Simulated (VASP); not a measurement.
Level of theory: PBE GGA + U (Dudarev), VASP's PBE PAW potentials (set 64) (plane waves; VASP).

VASP ran on this input.

**POSCAR**
```
CuI
1
    0.0000000000     3.0855000000     3.0855000000
    3.0855000000     0.0000000000     3.0855000000
    3.0855000000     3.0855000000     0.0000000000
Cu I
1 1
Direct
  0.0000000000   0.0000000000   0.0000000000
  0.2500000000   0.2500000000   0.2500000000
```

### KPOINTS
```
Automatic
0
G
  7 7 7
```

### INCAR
```
LCHARG = F
ALGO = Normal
LREAL = F
LMAXMIX = 4
ISIF = 2   ! forces and stress, cell fixed
LDAU = T
LDAUL = 2 -1
LDAUTYPE = 2   ! Dudarev
LWAVE = F
SYSTEM = CuI
PREC = Accurate
NELM = 100   ! most electronic steps
GGA = PE   ! PBE
LASPH = T   ! aspherical one-centre terms
ENCUT = 400   ! plane-wave cut-off (eV)
LDAUU = 1.0 0
EDIFF = 1E-6   ! SCF stop (eV)
ISMEAR = 0   ! Gaussian
SIGMA = 0.05
LDAUPRINT = 1
LDAUJ = 0 0
LORBIT = 10
```

POTCAR, in this order: Cu I (PBE.64 set). Program: vasp_std.

Unless said otherwise, spin-orbit coupling is left out, though it shifts the bands of the heavy elements here.

Q: Estimate the energy per atom (σ→0), pressure, band gap (on the k-mesh).

A: 
```json
{
  "energy per atom (σ→0)": "-2.628 eV/atom",
  "band gap (on the k-mesh)": "1.17 eV",
  "pressure": "-1.42 GPa"
}
```

### OSZICAR
```
...
DAV:   6    -0.531960925629E+01    0.63870E-01   -0.18451E+00   538   0.395E+01    0.274E+00
DAV:   7    -0.525700815935E+01    0.62601E-01   -0.41255E-01   565   0.220E+01    0.155E+00
DAV:   8    -0.525778828368E+01   -0.78012E-03   -0.20087E-02   814   0.166E+00    0.285E-01
DAV:   9    -0.525675433334E+01    0.10340E-02   -0.56356E-03   635   0.242E+00    0.972E-02
DAV:  10    -0.525694657372E+01   -0.19224E-03   -0.56482E-04   620   0.203E-01    0.247E-02
DAV:  11    -0.525695185642E+01   -0.52827E-05   -0.27234E-05   743   0.112E-01    0.224E-02
DAV:  12    -0.525695119406E+01    0.66235E-06   -0.35317E-06   630   0.604E-02
   1 F= -.52569512E+01 E0= -.52569512E+01  d E =-.119382E-15
```

The compound is CuI in the zinc blende structure. The cell was not relaxed at this level. The run is one of a series of settings (LDAU = .TRUE., LDAUJ = 0 0, LDAUL = 2 -1, LDAUTYPE = 2, LDAUU = 1.0 0 against the base run), some of them coarse on purpose.
